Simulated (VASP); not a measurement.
Data:

Space group Fm-3m (No. 225); a = b = c = 4.200 Å, α = β = γ = 90.00°

```json
[
 {"atom": "Mg", "site": "4a", "symmetry": "m-3m", "x": "0.0000", "y": "0.0000", "z": "0.0000"},
 {"atom": "O", "site": "4b", "symmetry": "m-3m", "x": "0.5000", "y": "0.5000", "z": "0.5000"}
]
```
(The calculation used a cell of 2 atoms; values per cell refer to that cell.)

Method: HSE06 screened hybrid, VASP's PBE PAW potentials (set 64) (plane waves; VASP 6.6.1). Run with 520 eV cut-off, 8×8×8 Γ-centred mesh, Gaussian smearing of 0.050 eV, potentials Mg O.

Problem. Give the energy at these volumes per atom, relative to the lowest: 8.71, 9.00, 9.29, 9.57, 9.86 Å³.

Solution. 19.3, 4.2, 0.0, 5.2, 18.3 meV/atom. A third-order Birch-Murnaghan fit gives B0 = 170 GPa and B0′ = 4.2.

Measured: bulk modulus 170 GPa at 0 K (computed value off by -0.1 %), as given by Daniel Mejia-Rodriguez et al., Physical Review B (2018), arXiv:1807.09216 [0 K value with the zero-point phonon effect removed]; a 4.189 Å at 0 K (computed value off by +0.3 %), as given by Daniel Mejia-Rodriguez et al., Physical Review B (2018), arXiv:1807.09216 [static lattice: zero-point anharmonic expansion removed].

The compound is MgO in the rock salt structure. It was relaxed first. The cell's shape comes from a PBE relaxation.
